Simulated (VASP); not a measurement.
Output of a VASP run:

### OUTCAR
```
 ion  position               nearest neighbor table
   1  0.000  0.000  0.000-   2 3.14   2 3.14   2 3.14   2 3.14   2 3.14   2 3.14
   2  0.500  0.500  0.500-   1 3.14   1 3.14   1 3.14   1 3.14   1 3.14   1 3.14
  LATTYP: Found a face centered cubic cell.
 ALAT       =     6.2850806876
 Subroutine PRICEL returns:
 Original cell was already a primitive cell.
 Subroutine GETGRP returns: Found 48 space group operations
The static configuration has the point symmetry O_h .
The dynamic configuration has the point symmetry O_h .
 Subroutine INISYM returns: Found 48 space group operations
 Subroutine IBZKPT returns following result:
 Found     20 irreducible k-points:

 Following reciprocal coordinates:
            Coordinates               Weight
  0.000000  0.000000  0.000000      1.000000
  0.142857  0.000000  0.000000      8.000000
  0.285714  0.000000  0.000000      8.000000
  0.428571  0.000000  0.000000      8.000000
  0.142857  0.142857  0.000000      6.000000
  0.285714  0.142857  0.000000     24.000000
  0.428571  0.142857  0.000000     24.000000
 -0.428571  0.142857  0.000000     24.000000
 -0.285714  0.142857  0.000000     24.000000
 -0.142857  0.142857  0.000000     12.000000
  0.285714  0.285714  0.000000      6.000000
  0.428571  0.285714  0.000000     24.000000
 -0.428571  0.285714  0.000000     24.000000
 -0.285714  0.285714  0.000000     12.000000
  0.428571  0.428571  0.000000      6.000000
 -0.428571  0.428571  0.000000     12.000000
  0.428571  0.285714  0.142857     24.000000
 -0.428571  0.285714  0.142857     48.000000
 -0.428571  0.428571  0.142857     24.000000
 -0.285714  0.428571  0.142857     24.000000
   k-points           NKPTS =     20   k-points in BZ     NKDIM =     20   number of bands    NBANDS=     14
   number of dos      NEDOS =    301   number of ions     NIONS =      2
   total plane-waves  NPLWV =  32768
   dimension x,y,z NGX =    32 NGY =   32 NGZ =   32
   dimension x,y,z NGXF=    64 NGYF=   64 NGZF=   64
   ions per type =               1   1
   PREC   = accura    normal or accurate (medium, high low for compatibility)
   ISTART =      0    job   : 0-new  1-cont  2-samecut
   ICHARG =      2    charge: 1-file 2-atom 10-const
   ISPIN  =      1    spin polarized calculation?
   LNONCOLLINEAR =      F non collinear calculations
   LSORBIT =      F    spin-orbit coupling
   INIWAV =      1    electr: 0-lowe 1-rand  2-diag
   ENCUT  =  500.0 eV  36.75 Ry    6.06 a.u.   8.10  8.10  8.10*2*pi/ulx,y,z
   NELM   =    100;   NELMIN=  2; NELMDL= -5     # of ELM steps
   EDIFF  = 0.1E-05   stopping-criterion for ELM
   LREAL  =      F    real-space projection
   NLSPLINE    = F    spline interpolate recip. space projectors
   LMAXMIX     =    4 max onsite mixed and CHGCAR
   VOSKOWN=      0    Vosko Wilk Nusair interpolation
   EDIFFG = -.2E-01   stopping-criterion for IOM
   NSW    =     40    number of steps for IOM
   NBLOCK =      1;   KBLOCK =     40    inner block; outer block
   IBRION =      2    ionic relax: 0-MD 1-quasi-New 2-CG
   NFREE  =      1    steps in history (QN), initial steepest desc. (CG)
   ISIF   =      3    stress and relaxation
   ISYM   =      2    0-nonsym 1-usesym 2-fastsym
   TEIN   =    0.0    initial temperature
   TEBEG  =    0.0;   TEEND  =   0.0 temperature during run
   SMASS  =  -3.00    Nose mass-parameter (am)
   PSTRESS=    0.0 pullay stress
   NELECT =      20.0000    total number of electrons
   EFERMI =   0.00;   METHOD = LEGACY
   ISMEAR =     0;   SIGMA  =   0.05  broadening in eV -4-tet -1-fermi 0-gaus
   IALGO  =     38    algorithm
   LDIAG  =      T    sub-space diagonalisation (order eigenvalues)
   IMIX   =      4    mixing-type and parameters
     AMIX     =   0.40;   BMIX     =  1.00
     AMIX_MAG =   1.60;   BMIX_MAG =  1.00
     AMIN     =   0.10
   GGA     = PS    functional components
   VOSKOWN =     0    Vosko Wilk Nusair interpolation
   LHFCALC =     F    Hartree Fock is set to
   LHFONE  =     F    Hartree Fock one center treatment
...
```

### OSZICAR
```
       N       E                     dE             d eps       ncg     rms          rms(c)
DAV:   1     0.120175682809E+03    0.12018E+03   -0.93574E+03   560   0.159E+03
DAV:   2     0.224373548414E+01   -0.11793E+03   -0.11595E+03   578   0.364E+02
DAV:   3    -0.812815717090E+01   -0.10372E+02   -0.10260E+02   740   0.994E+01
DAV:   4    -0.838668939140E+01   -0.25853E+00   -0.25848E+00   610   0.169E+01
DAV:   5    -0.839814447917E+01   -0.11455E-01   -0.11455E-01   854   0.348E+00    0.496E+00
DAV:   6    -0.834751784703E+01    0.50627E-01   -0.12016E-01   760   0.317E+00    0.314E+00
DAV:   7    -0.834549519401E+01    0.20227E-02   -0.44758E-02   688   0.155E+00    0.696E-01
DAV:   8    -0.834481428674E+01    0.68091E-03   -0.69952E-03   668   0.830E-01    0.157E-01
DAV:   9    -0.834487741804E+01   -0.63131E-04   -0.48121E-04   678   0.225E-01    0.365E-02
DAV:  10    -0.834486532472E+01    0.12093E-04   -0.51158E-05   692   0.750E-02    0.203E-02
DAV:  11    -0.834486511928E+01    0.20543E-06   -0.25833E-05   700   0.485E-02    0.197E-02
DAV:  12    -0.834486463627E+01    0.48302E-06   -0.28125E-06   552   0.164E-02
   1 F= -.83448646E+01 E0= -.83448646E+01  d E =-.834486E+01
```

**OUTCAR**
```
------------------------ aborting loop because EDIFF is reached ----------------------------------------
  FORCE on cell =-STRESS in cart. coord.  units (eV):
  Direction    XX          YY          ZZ          XY          YZ          ZX
  --------------------------------------------------------------------------------------
  Total       -0.0094562     -0.0094562     -0.0094562      0.0000000      0.0000000     -0.0000000
  in kB       -0.2440922     -0.2440922     -0.2440922      0.0000000      0.0000000     -0.0000000
  external PRESSURE =      -0.2440922 kB  Pullay stress =       0.0000000 kB
  volume of cell :       62.07
      direct lattice vectors                 reciprocal lattice vectors
     0.000000000  3.142540344  3.142540344    -0.159106947  0.159106947  0.159106947
     3.142540344  0.000000000  3.142540344     0.159106947 -0.159106947  0.159106947
     3.142540344  3.142540344  0.000000000     0.159106947  0.159106947 -0.159106947
 POSITION                                       TOTAL-FORCE (eV/Angst)
 -----------------------------------------------------------------------------------
      0.00000      0.00000      0.00000         0.000000     -0.000000      0.000000
      3.14254      3.14254      3.14254        -0.000000      0.000000     -0.000000
 -----------------------------------------------------------------------------------
    total drift:                                0.000000     -0.000000     -0.000000
  FREE ENERGIE OF THE ION-ELECTRON SYSTEM (eV)
  ---------------------------------------------------
  free  energy   TOTEN  =        -8.3448646363 eV

  energy  without entropy=       -8.3448646363  energy(sigma->0) =       -8.34486464

 reached required accuracy - stopping structural energy minimisation
```
(Selected blocks of OUTCAR.)

**POSCAR**
```
SnTe
1
    0.0000000000     3.1425403438     3.1425403438
    3.1425403438     0.0000000000     3.1425403438
    3.1425403438     3.1425403438     0.0000000000
Sn Te
1 1
Direct
  0.0000000000   0.0000000000   0.0000000000
  0.5000000000   0.5000000000   0.5000000000
```

Problem. Reconstruct the remaining input files.

Solution. One answer among several that fit: the input of the run itself, PBEsol GGA, plane waves, VASP's PBE PAW potentials (set 64).

### INCAR
```
ALGO=Normal
EDIFF=1E-6
EDIFFG=-0.02
ENCUT=500
GGA=PS
IBRION=2
ISIF=3
ISMEAR=0
LASPH=.TRUE.
LCHARG=.FALSE.
LMAXMIX=4
LREAL=.FALSE.
LWAVE=.FALSE.
NELM=100
NSW=40
PREC=Accurate
SIGMA=0.05
SYSTEM=SnTe
```

KPOINTS:
```
Automatic mesh
0
Gamma
7 7 7
0 0 0
```

POTCAR, in this order: Sn_d Te (PBE.64 set). Program: vasp_std.

The compound is SnTe in the rock salt structure, which distorts at low temperature. It was relaxed first.
